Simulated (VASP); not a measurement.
VASP input:

**POSCAR**
```
SiC
1
    1.5708000000    -2.7207050000     0.0000000000
    1.5708000000     2.7207050000     0.0000000000
    0.0000000000     0.0000000000     5.1510000000
Si C
2 2
Direct
  0.6666670000   0.3333330000   0.5000000000
  0.3333330000   0.6666670000   0.0000000000
  0.6666670000   0.3333330000   0.8750000000
  0.3333330000   0.6666670000   0.3750000000
```

### INCAR
```
SYSTEM = SiC
PREC = Accurate
ENCUT = 520
EDIFF = 1E-6
NELM = 25
ALGO = VeryFast
LREAL = .FALSE.
LASPH = .TRUE.
ISMEAR = 0
SIGMA = 0.05
GGA = PE
LWAVE = .FALSE.
LCHARG = .FALSE.
ISIF = 2
HFSCREEN = 0.2
AEXX = 0.25
LHFCALC = .TRUE.
PRECFOCK = Fast
ISYM = 3
```

KPOINTS:
```
Automatic mesh
0
Gamma
2 2 2
0 0 0
```

POTCAR, in this order: Si C (PBE.64 set). Program: vasp_std.

What VASP printed:

standard output:
```
 POSCAR found type information on POSCAR SiC
 POSCAR found :  2 types and       4 ions
 Reading from existing POTCAR
 Reading from existing POTCAR
 LDA part: xc-table for (Slater+PW92), standard interpolation
 POSCAR, INCAR and KPOINTS ok, starting setup
 WAVECAR not read
 entering main loop
       N       E                     dE             d eps       ncg     rms          rms(c)
RMM:   1    -0.161943190960E+03   -0.16194E+03   -0.51313E+03    48   0.997E+02
RMM:   2    -0.269364865613E+03   -0.10742E+03   -0.10794E+03    48   0.217E+02
RMM:   3    -0.293449480640E+03   -0.24085E+02   -0.28113E+02    48   0.900E+01
RMM:   4    -0.303700463611E+03   -0.10251E+02   -0.98877E+01    48   0.637E+01
RMM:   5    -0.305918107585E+03   -0.22176E+01   -0.39851E+01    48   0.366E+01
RMM:   6    -0.305955388731E+03   -0.37281E-01   -0.15543E+01    48   0.226E+01
RMM:   7    -0.305946014034E+03    0.93747E-02   -0.71868E+00    48   0.145E+01
RMM:   8    -0.305891745664E+03    0.54268E-01   -0.42258E+00    48   0.113E+01
RMM:   9    -0.305845092766E+03    0.46653E-01   -0.29764E+00   147   0.906E+00
RMM:  10    -0.305768046394E+03    0.77046E-01   -0.18528E+00   152   0.646E+00
RMM:  11    -0.305781642942E+03   -0.13597E-01   -0.19394E+00   155   0.603E+00
RMM:  12    -0.305823395025E+03   -0.41752E-01   -0.19057E+00   159   0.574E+00    0.119E+01
RMM:  13     0.300798678404E+02    0.33590E+03   -0.35352E+01   192   0.355E+01    0.950E+00
RMM:  14     0.274804973879E+02   -0.25994E+01   -0.18455E+00   159   0.795E+00    0.443E+00
RMM:  15     0.275885746896E+02    0.10808E+00   -0.15417E+00   161   0.545E+00    0.261E+00
RMM:  16     0.275523520874E+02   -0.36223E-01   -0.14595E+00   161   0.513E+00    0.134E+00
RMM:  17     0.275697929092E+02    0.17441E-01   -0.14853E+00   168   0.500E+00    0.808E-01
RMM:  18     0.275546010304E+02   -0.15192E-01   -0.14738E+00   164   0.495E+00    0.390E-01
RMM:  19     0.275638591326E+02    0.92581E-02   -0.14832E+00   169   0.494E+00    0.270E-01
RMM:  20     0.275505890211E+02   -0.13270E-01   -0.14804E+00   174   0.496E+00    0.107E-01
RMM:  21     0.275543646315E+02    0.37756E-02   -0.14716E+00   167   0.486E+00    0.100E-01
RMM:  22     0.275489945242E+02   -0.53701E-02   -0.14686E+00   174   0.490E+00    0.474E-02
RMM:  23     0.275544569429E+02    0.54624E-02   -0.14721E+00   174   0.487E+00    0.562E-02
RMM:  24     0.275470665639E+02   -0.73904E-02   -0.14611E+00   170   0.487E+00    0.415E-02
RMM:  25     0.275545785709E+02    0.75120E-02   -0.14688E+00   177   0.488E+00

 -----------------------------------------------------------------------------
|                                                                             |
|           W    W    AA    RRRRR   N    N  II  N    N   GGGG   !!!           |
|           W    W   A  A   R    R  NN   N  II  NN   N  G    G  !!!           |
|           W    W  A    A  R    R  N N  N  II  N N  N  G       !!!           |
|           W WW W  AAAAAA  RRRRR   N  N N  II  N  N N  G  GGG   !            |
|           WW  WW  A    A  R   R   N   NN  II  N   NN  G    G                |
|           W    W  A    A  R    R  N    N  II  N    N   GGGG   !!!           |
|                                                                             |
|     The electronic self-consistency was not achieved in the given           |
|     number of steps (NELM). The forces and other quantities evaluated       |
|     might not be reliable so examine the results carefully. If you find     |
|     spurious results, we suggest increasing NELM, if you were close to      |
|     convergence or switching to a different ALGO or adjusting the           |
|     density mixing parameters otherwise.                                    |
|                                                                             |
 -----------------------------------------------------------------------------

   1 F= 0.27554579E+02 E0= 0.27554579E+02  d E =-.158789E-16
```

File OUTCAR:
```
------------------------ aborting loop EDIFF was not reached (unconverged)  ----------------------------
  FORCE on cell =-STRESS in cart. coord.  units (eV):
  Direction    XX          YY          ZZ          XY          YZ          ZX
  --------------------------------------------------------------------------------------
  Total       -3.7491407     -3.7491396     -7.4816971      0.0000000      0.0000000      0.0000000
  in kB     -136.4326853   -136.4326443   -272.2618640      0.0000000      0.0000000      0.0000000
  external PRESSURE =    -181.7090646 kB  Pullay stress =       0.0000000 kB
  volume of cell :       44.03
      direct lattice vectors                 reciprocal lattice vectors
     1.570800000 -2.720705000  0.000000000     0.318309142 -0.183775896  0.000000000
     1.570800000  2.720705000  0.000000000     0.318309142  0.183775896  0.000000000
     0.000000000  0.000000000  5.151000000     0.000000000  0.000000000  0.194137061
  FREE ENERGIE OF THE ION-ELECTRON SYSTEM (eV)
  ---------------------------------------------------
  free  energy   TOTEN  =        27.5545785709 eV

  energy  without entropy=       27.5545785709  energy(sigma->0) =       27.55457857

  exchange ACFDT corr.  =        -0.00000000  see jH, gK, PRB 81, 115126
```
(Selected blocks of OUTCAR.)

**Question.** Read input and log: which fault does this run have?
A) fractional coordinates stand under the word Cartesian
B) a hybrid functional was run with ALGO = VeryFast
C) selective dynamics freezes every atom
D) ISPIN is misspelt, so the run is not spin-polarised

**Answer.** B, a hybrid functional was run with ALGO = VeryFast. Convergence was not reached. Against the sound run, the energy per atom (σ→0) rises by 15.049 eV/atom; the pressure falls by 6.31 GPa.

To mend it, set ALGO = Normal.

The mended run (HSE06 screened hybrid, plane waves, VASP's PBE PAW potentials (set 64)) converges, and its OSZICAR ends with
```
   1 F= -.32642124E+02 E0= -.32642124E+02  d E =-.121502E-15
```

The compound is SiC in the wurtzite structure, the rare 2H polytype. The cell was not relaxed at this level.
